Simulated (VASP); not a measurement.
Method: optB86b-vdW, VASP's PBE PAW potentials (set 64) (plane waves; VASP 6.6.1).

VASP input:

**POSCAR**
```
Ba
1
   -2.5010572537     2.5010572537     2.5010572537
    2.5010572537    -2.5010572537     2.5010572537
    2.5010572537     2.5010572537    -2.5010572537
Ba
1
Direct
  0.0000000000   0.0000000000   0.0000000000
```

### INCAR
```
SYSTEM  =  Ba
PREC  =  Accurate; ENCUT  =  520; LREAL  =  .FALSE.
LASPH  =  .TRUE.
EDIFF  =  1E-7; NELM  =  100; ALGO  =  Normal
LMAXMIX  =  4
ISMEAR  =  1; SIGMA  =  0.1
GGA  =  MK; LUSE_VDW  =  .TRUE.; AGGAC  =  0.0
PARAM1  =  0.1234; PARAM2  =  1.0
ISIF  =  2
LWAVE  =  .FALSE.; LCHARG  =  .FALSE.
```

**KPOINTS**
```
kpoints
0
gamma
 11 11 11
```

POTCAR, in this order: Ba_sv (PBE.64 set). Program: vasp_std.

Output

File OSZICAR:
```
       N       E                     dE             d eps       ncg     rms          rms(c)
DAV:   1     0.601855856680E+02    0.60186E+02   -0.43269E+03  1008   0.913E+02
DAV:   2     0.256852029654E+01   -0.57617E+02   -0.56770E+02  1188   0.150E+02
DAV:   3     0.259710492508E+00   -0.23088E+01   -0.22972E+01  1312   0.360E+01
DAV:   4     0.201939167413E+00   -0.57771E-01   -0.57726E-01  1527   0.470E+00
DAV:   5     0.201112496394E+00   -0.82667E-03   -0.82562E-03  1429   0.375E-01    0.167E+00
DAV:   6     0.200261734230E+00   -0.85076E-03   -0.31876E-03  1366   0.672E-01    0.101E+00
DAV:   7     0.197591984046E+00   -0.26698E-02   -0.99161E-03  1109   0.124E+00    0.559E-02
DAV:   8     0.197195999066E+00   -0.39598E-03   -0.68328E-04  1456   0.250E-01    0.319E-02
DAV:   9     0.197194598534E+00   -0.14005E-05   -0.14590E-05  1523   0.324E-02    0.637E-03
DAV:  10     0.197193609586E+00   -0.98895E-06   -0.67476E-06  1337   0.178E-02    0.155E-03
DAV:  11     0.197193541420E+00   -0.68166E-07   -0.23273E-07  1278   0.317E-03
   1 F= 0.19719354E+00 E0= 0.19664459E+00  d E =0.164685E-02
```

OUTCAR:
```
------------------------ aborting loop because EDIFF is reached ----------------------------------------
  FORCE on cell =-STRESS in cart. coord.  units (eV):
  Direction    XX          YY          ZZ          XY          YZ          ZX
  --------------------------------------------------------------------------------------
  Total       -0.2076482     -0.2076482     -0.2076482      0.0000000      0.0000000      0.0000000
  in kB       -5.3162790     -5.3162790     -5.3162790      0.0000000      0.0000000      0.0000000
  external PRESSURE =      -5.3162790 kB  Pullay stress =       0.0000000 kB
  volume of cell :       62.58
      direct lattice vectors                 reciprocal lattice vectors
    -2.501057254  2.501057254  2.501057254     0.000000000  0.199915455  0.199915455
     2.501057254 -2.501057254  2.501057254     0.199915455  0.000000000  0.199915455
     2.501057254  2.501057254 -2.501057254     0.199915455  0.199915455  0.000000000
 POSITION                                       TOTAL-FORCE (eV/Angst)
 -----------------------------------------------------------------------------------
      0.00000      0.00000      0.00000         0.000000     -0.000000      0.000000
 -----------------------------------------------------------------------------------
    total drift:                                0.000000      0.000000     -0.000000
  FREE ENERGIE OF THE ION-ELECTRON SYSTEM (eV)
  ---------------------------------------------------
  free  energy   TOTEN  =         0.1971935414 eV

  energy  without entropy=        0.1955466873  energy(sigma->0) =        0.19664459
```
(Selected blocks of OUTCAR.)

The compound is Ba in the bcc structure. This cell is one point of a volume scan, at 1.06 of the reference volume.
